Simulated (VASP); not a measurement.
An input for Quantum ESPRESSO's pw.x (written as the equivalent of a VASP run, and not itself run):

```
&CONTROL
  calculation = 'vc-relax'
  pseudo_dir = './pseudo'
  outdir = './out'
  tprnfor = .true.
  tstress = .true.
  nstep = 60
  forc_conv_thr = 0.00078
/
&SYSTEM
  ibrav = 0
  nat = 6
  ntyp = 2
  ecutwfc = 84
  occupations = 'smearing'
  smearing = 'gaussian'
  degauss = 0.003675
  input_dft = 'pbesol'
/
&ELECTRONS
  conv_thr = 7.3e-08
  electron_maxstep = 100
/
&IONS
/
&CELL
/
ATOMIC_SPECIES
  Hg 200.592 Hg.upf
  O 15.999 O.upf
CELL_PARAMETERS angstrom
     3.5951520   -0.0000000    0.0000000
    -1.7975760    3.1134933   -0.0000000
     0.0000000    0.0000000    8.8324572
ATOMIC_POSITIONS crystal
  Hg   0.7621542  0.7621542  1.0000000
  Hg   0.2378458  0.0000000  0.6666670
  Hg   0.0000000  0.2378458  0.3333330
  O    0.4581989  0.4581989  0.5000000
  O    0.5418011  0.0000000  0.1666670
  O    0.0000000  0.5418011  0.8333330
K_POINTS automatic
  7 7 3 0 0 0
```

Write the VASP files for the same calculation (PBEsol).

This is not unique; one that fits is 
### KPOINTS
```
kpoints
0
Gamma
7 7 3
```

### INCAR
```
ENCUT  =  520   # plane-wave cut-off (eV)
ALGO  =  Normal
SYSTEM  =  HgO
SIGMA  =  0.05   # width (eV)
ISMEAR  =  0   # Gaussian
ISIF  =  3   # ions, shape and volume
LCHARG  =  .FALSE.
LASPH  =  .TRUE.   # aspherical one-centre terms
LWAVE  =  .FALSE.
LMAXMIX  =  6
NSW  =  60   # most ionic steps
NELM  =  100   # most electronic steps
EDIFF  =  1E-6
IBRION  =  2   # conjugate gradients
PREC  =  Accurate
EDIFFG  =  -0.02   # ionic stop
LREAL  =  .FALSE.
GGA  =  PS
```

**POSCAR**
```
HgO
1
    3.5951520068    -0.0000000000     0.0000000000
   -1.7975760034     3.1134932714    -0.0000000000
    0.0000000000     0.0000000000     8.8324572012
Hg O
3 3
Direct
  0.7621541760   0.7621541760   1.0000000000
  0.2378458240   0.0000000000   0.6666670000
  0.0000000000   0.2378458240   0.3333330000
  0.4581989500   0.4581989500   0.5000000000
  0.5418010500   0.0000000000   0.1666670000
  0.0000000000   0.5418010500   0.8333330000
```

POTCAR, in this order: Hg O (PBE.64 set). Program: vasp_std.

What does not carry over: the potentials are each code's own (VASP's PAW set, PseudoDojo norm-conserving files in pw.x), so ENCUT and ecutwfc are chosen apart and not converted; conv_thr bounds pw.x's estimated SCF error, while EDIFF bounds the energy change between steps; forc_conv_thr acts on force components and is met together with etot_conv_thr.

The structure comes from a computed database's HgO entry (P3_221); how it stands against other phases isn't given here. This run relaxes it. Symmetry was kept, so distortions that lower it aren't found. The start is the result of an earlier pass.
